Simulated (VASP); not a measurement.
Consider the following.

```xyz
2
Lattice="1.5678 -2.7155 0.0000 1.5678 2.7155 0.0000 0.0000 0.0000 4.8291" Properties=species:S:1:pos:R:3 pbc="T T T"
Sc     1.5678     0.9052     1.2073
Sc     1.5678    -0.9052     3.6218
```

The numbers are results of PBEsol GGA, VASP's PBE PAW potentials (set 64) (plane waves; VASP), not measurements. Run with 500 eV cut-off, 13×13×8 Γ-centred mesh, first-order Methfessel-Paxton smearing of 0.10 eV, potentials Sc_sv.

Energy and stress use the plane-wave basis of the starting cell.

**Question.** The ions, cell shape and volume at an external pressure of 20.0 GPa are relaxed. What does this cell relax into?

**Answer.** 
```xyz
2
Lattice="1.5164 -2.6264 0.0000 1.5164 2.6264 0.0000 0.0000 0.0000 4.6685" Properties=species:S:1:pos:R:3 pbc="T T T"
Sc     1.5164     0.8755     1.1671
Sc     1.5164    -0.8755     3.5014
```
Space group P6_3/mmc (194), at a tolerance of 0.03 Å.

**Question.** How do energy and volume change from the first to the last step?

**Answer.** The energy (σ→0) changes by +180.6 meV/atom and the volume by -9.6 %, in 4 ionic steps.

```tsv
step	E(σ→0) (eV)	max force (eV/Å)	pressure (GPa)	volume (Å³)
1	-13.0338	0.000	9.96	41.12
2	-12.1512	0.000	31.58	33.92
3	-12.6818	0.000	19.82	37.26
4	-12.6726	0.000	20.05	37.19
```

The compound is Sc in the hcp structure. This run relaxes it under an external pressure of 20 GPa. Symmetry was kept, so distortions that lower it aren't found.
